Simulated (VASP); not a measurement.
OSZICAR of a VASP run on Be (hcp):

### OSZICAR
```
       N       E                     dE             d eps       ncg     rms          rms(c)
DAV:   1    -0.165790619937E+01   -0.16579E+01   -0.17496E+03  2694   0.539E+02
DAV:   2    -0.668313318088E+01   -0.50252E+01   -0.47538E+01  4146   0.619E+01
DAV:   3    -0.672175676334E+01   -0.38624E-01   -0.38615E-01  3474   0.482E+00
DAV:   4    -0.672180738583E+01   -0.50622E-04   -0.50623E-04  3984   0.157E-01
DAV:   5    -0.672180748310E+01   -0.97264E-07   -0.97192E-07  3366   0.236E-03    0.115E+00
DAV:   6    -0.669619505335E+01    0.25612E-01   -0.26008E-03  3330   0.676E-01    0.706E-01
DAV:   7    -0.668593028504E+01    0.10265E-01   -0.36844E-03  3294   0.808E-01    0.309E-02
DAV:   8    -0.668590285157E+01    0.27433E-04   -0.84196E-06  3918   0.477E-02    0.115E-02
DAV:   9    -0.668590167041E+01    0.11812E-05   -0.22183E-06  3120   0.245E-02    0.756E-04
DAV:  10    -0.668590114951E+01    0.52090E-06   -0.27693E-08  3126   0.260E-03    0.158E-04
DAV:  11    -0.668590102126E+01    0.12824E-06   -0.30919E-09  1812   0.721E-04    0.302E-05
DAV:  12    -0.668590102346E+01   -0.21939E-08   -0.22550E-10  1800   0.218E-04
   1 F= -.66859010E+01 E0= -.66858208E+01  d E =-.668590E+01
       N       E                     dE             d eps       ncg     rms          rms(c)
DAV:   1    -0.668615541423E+01   -0.25439E-03   -0.22481E-03  3408   0.313E-01    0.172E-02
DAV:   2    -0.668615601108E+01   -0.59685E-06   -0.10243E-05  3276   0.302E-02    0.108E-02
DAV:   3    -0.668615568022E+01    0.33086E-06   -0.29564E-07  3834   0.671E-03    0.197E-04
DAV:   4    -0.668615567986E+01    0.36477E-09   -0.11787E-09  2160   0.407E-04
   2 F= -.66861557E+01 E0= -.66860924E+01  d E =-.254656E-03
       N       E                     dE             d eps       ncg     rms          rms(c)
DAV:   1    -0.668617025517E+01   -0.14575E-04   -0.20113E-04  3390   0.935E-02    0.543E-03
DAV:   2    -0.668617027206E+01   -0.16885E-07   -0.92494E-07  3282   0.912E-03
   3 F= -.66861703E+01 E0= -.66861071E+01  d E =-.269249E-03
```

Problem. Which electronic solver shows in the log?

Solution. It is blocked Davidson (ALGO = Normal, or the opening steps of other solvers). The INCAR had ALGO = Normal.

Problem. Can the final energy be trusted as converged?

Solution. Self-consistency was reached. It stopped with EDIFF = 1E-7, NELM = 100, NSW = 30 and EDIFFG = -0.01 after 3 ionic steps (rev-vdW-DF2, plane waves, VASP's PBE PAW potentials (set 64)).

The compound is Be in the hcp structure. This cell is one point of a volume scan, at 1.06 of the reference volume. Symmetry was kept, so distortions that lower it aren't found.
